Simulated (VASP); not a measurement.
These are PBEsol GGA, VASP's PBE PAW potentials (set 64) (plane waves; VASP) values and carry that method's errors.

VASP ran on this input.

INCAR:
```
ALGO = Normal
EDIFF = 1E-6
EDIFFG = -0.02
ENCUT = 500
GGA = PS
IBRION = 2
ISIF = 3
ISMEAR = 1
LASPH = .TRUE.
LCHARG = .FALSE.
LMAXMIX = 6
LREAL = .FALSE.
LWAVE = .FALSE.
NELM = 100
NSW = 40
PREC = Accurate
PSTRESS = 50
SIGMA = 0.1
SYSTEM = CuAu
```

File POSCAR:
```
CuAu
1
    2.7787887044     0.0000000000     0.0000000000
    0.0000000000     2.7787887044     0.0000000000
    0.0000000000     0.0000000000     3.6823394250
Cu Au
1 1
Direct
  0.0000000000   0.0000000000   0.0000000000
  0.5000000000   0.5000000000   0.5000000000
```

### KPOINTS
```
Automatic mesh
0
Gamma
13 13 10
0 0 0
```

POTCAR, in this order: Cu Au (PBE.64 set). Program: vasp_std.

The run wrote:

OSZICAR:
```
       N       E                     dE             d eps       ncg     rms          rms(c)
DAV:   1     0.126483077601E+03    0.12648E+03   -0.11242E+04  5311   0.204E+03
DAV:   2    -0.514063019397E+01   -0.13162E+03   -0.12587E+03  5208   0.329E+02
DAV:   3    -0.953042931694E+01   -0.43898E+01   -0.43387E+01  6266   0.706E+01
DAV:   4    -0.957623297453E+01   -0.45804E-01   -0.45795E-01  5799   0.612E+00
DAV:   5    -0.957756263968E+01   -0.13297E-02   -0.13297E-02  7565   0.116E+00    0.129E+01
DAV:   6    -0.892259476194E+01    0.65497E+00   -0.10745E+01  5176   0.960E+01    0.592E+00
DAV:   7    -0.842435964482E+01    0.49824E+00   -0.38698E+00  6298   0.999E+01    0.606E+00
DAV:   8    -0.836464285960E+01    0.59717E-01   -0.30995E-01  7081   0.141E+01    0.283E+00
DAV:   9    -0.835651313669E+01    0.81297E-02   -0.22591E-02  7774   0.330E+00    0.140E-01
DAV:  10    -0.835611142990E+01    0.40171E-03   -0.29280E-03  6400   0.743E-01    0.705E-02
DAV:  11    -0.835611401928E+01   -0.25894E-05   -0.67243E-05  7737   0.134E-01    0.470E-02
DAV:  12    -0.835610806718E+01    0.59521E-05   -0.11605E-05  6728   0.126E-01    0.200E-03
DAV:  13    -0.835610806668E+01    0.50295E-09   -0.36995E-07  3199   0.136E-02
   1 F= -.74687594E+01 E0= -.74687355E+01  d E =-.746876E+01
       N       E                     dE             d eps       ncg     rms          rms(c)
DAV:   1    -0.981966779899E+01   -0.14636E+01   -0.22458E+01  5120   0.979E+01    0.104E+01
DAV:   2    -0.914436305100E+01    0.67530E+00   -0.15271E+01  5115   0.119E+02    0.585E+00
DAV:   3    -0.830326838845E+01    0.84109E+00   -0.40967E+00  6150   0.107E+02    0.234E+00
DAV:   4    -0.829530396427E+01    0.79644E-02   -0.19977E-01  6599   0.600E+00    0.142E+00
DAV:   5    -0.828684238117E+01    0.84616E-02   -0.49593E-02  7764   0.686E+00    0.316E-01
DAV:   6    -0.828522808474E+01    0.16143E-02   -0.12485E-02  7617   0.379E+00    0.846E-02
DAV:   7    -0.828521952853E+01    0.85562E-05   -0.12162E-03  6352   0.124E+00    0.610E-02
DAV:   8    -0.828518423604E+01    0.35292E-04   -0.20105E-04  6074   0.517E-01    0.429E-03
DAV:   9    -0.828518403355E+01    0.20249E-06   -0.65307E-06  6086   0.247E-02
   2 F= -.74537208E+01 E0= -.74536710E+01  d E =0.150386E-01
       N       E                     dE             d eps       ncg     rms          rms(c)
DAV:   1    -0.886034317408E+01   -0.57516E+00   -0.84680E+00  5152   0.642E+01    0.526E+00
DAV:   2    -0.849410770986E+01    0.36624E+00   -0.30628E+00  5098   0.597E+01    0.261E+00
DAV:   3    -0.838893185170E+01    0.10518E+00   -0.14917E+00  5498   0.381E+01    0.246E+00
DAV:   4    -0.835321445760E+01    0.35717E-01   -0.83307E-02  6456   0.114E+01    0.129E+00
DAV:   5    -0.834623654007E+01    0.69779E-02   -0.42885E-02  7044   0.743E+00    0.374E-01
DAV:   6    -0.834522007053E+01    0.10165E-02   -0.63210E-03  7749   0.240E+00    0.389E-02
DAV:   7    -0.834521538444E+01    0.46861E-05   -0.21890E-04  7697   0.330E-01    0.114E-02
DAV:   8    -0.834521260774E+01    0.27767E-05   -0.90320E-06  7810   0.446E-02    0.281E-03
DAV:   9    -0.834521252347E+01    0.84271E-07   -0.14510E-06  2877   0.433E-02
   3 F= -.74805174E+01 E0= -.74805222E+01  d E =-.117579E-01
       N       E                     dE             d eps       ncg     rms          rms(c)
DAV:   1    -0.834472566435E+01    0.48694E-03   -0.42064E-03  5197   0.138E+00    0.126E-01
DAV:   2    -0.834456000460E+01    0.16566E-03   -0.20149E-03  5090   0.144E+00    0.679E-02
DAV:   3    -0.834447109894E+01    0.88906E-04   -0.83308E-04  5499   0.106E+00    0.473E-02
DAV:   4    -0.834445910064E+01    0.11998E-04   -0.39731E-05  6957   0.201E-01    0.243E-02
DAV:   5    -0.834445701081E+01    0.20898E-05   -0.10573E-05  6685   0.101E-01    0.533E-03
DAV:   6    -0.834445669229E+01    0.31852E-06   -0.93765E-07  2618   0.296E-02
   4 F= -.74805218E+01 E0= -.74805273E+01  d E =-.117623E-01
       N       E                     dE             d eps       ncg     rms          rms(c)
DAV:   1    -0.834471984692E+01   -0.26284E-03   -0.12260E-02  5607   0.105E+00    0.101E-01
DAV:   2    -0.834455664942E+01    0.16320E-03   -0.19962E-04  7245   0.345E-01    0.594E-02
DAV:   3    -0.834449502629E+01    0.61623E-04   -0.16436E-04  6843   0.423E-01    0.356E-02
DAV:   4    -0.834447638154E+01    0.18645E-04   -0.92533E-05  6279   0.336E-01    0.835E-03
DAV:   5    -0.834447627532E+01    0.10622E-06   -0.30161E-06  3945   0.418E-02
   5 F= -.74806027E+01 E0= -.74806203E+01  d E =-.809195E-04
```

**OUTCAR**
```
------------------------ aborting loop because EDIFF is reached ----------------------------------------
  FORCE on cell =-STRESS in cart. coord.  units (eV):
  Direction    XX          YY          ZZ          XY          YZ          ZX
  --------------------------------------------------------------------------------------
  Total        0.8990400      0.8990400      0.8371731      0.0000000      0.0000000      0.0000000
  in kB       52.0353921     52.0353921     48.4546082      0.0000000      0.0000000      0.0000000
  external PRESSURE =       0.8417975 kB  Pullay stress =      50.0000000 kB
  volume of cell :       27.68
      direct lattice vectors                 reciprocal lattice vectors
     2.755950374  0.000000000  0.000000000     0.362851236  0.000000000  0.000000000
    -0.000000000  2.755950374  0.000000000     0.000000000  0.362851236 -0.000000000
    -0.000000000  0.000000000  3.644584232     0.000000000 -0.000000000  0.274379720
 POSITION                                       TOTAL-FORCE (eV/Angst)
 -----------------------------------------------------------------------------------
      2.75595      2.75595      0.00000         0.000000     -0.000000      0.000000
      1.37798      1.37798      1.82229        -0.000000      0.000000      0.000000
 -----------------------------------------------------------------------------------
    total drift:                               -0.000000      0.000000     -0.000000
  FREE ENERGIE OF THE ION-ELECTRON SYSTEM (eV)
  ---------------------------------------------------
  free  energy   TOTEN  =        -8.3444762753 eV

  energy  without entropy=       -8.3445292222  energy(sigma->0) =       -8.34449392
  enthalpy is  TOTEN    =        -7.4806026799 eV   P V=        0.8638735954

 reached required accuracy - stopping structural energy minimisation
```
(Selected blocks of OUTCAR.)

File CONTCAR:
```
CuAu
   1.00000000000000
     2.7559503739061975    0.0000000000000000    0.0000000000000000
    -0.0000000000000000    2.7559503739061975    0.0000000000000000
    -0.0000000000000000    0.0000000000000000    3.6445842319777952
  Cu              Au
     1     1
Direct
     1.0000000000000000    1.0000000000000000    0.0000000000000000
     0.5000000000000000    0.5000000000000000    0.5000000000000000
```

Energy and stress use the plane-wave basis of the starting cell.

The compound is CuAu in the L1_0 structure. This run relaxes it under an external pressure of 5 GPa. Symmetry was kept, so distortions that lower it aren't found.
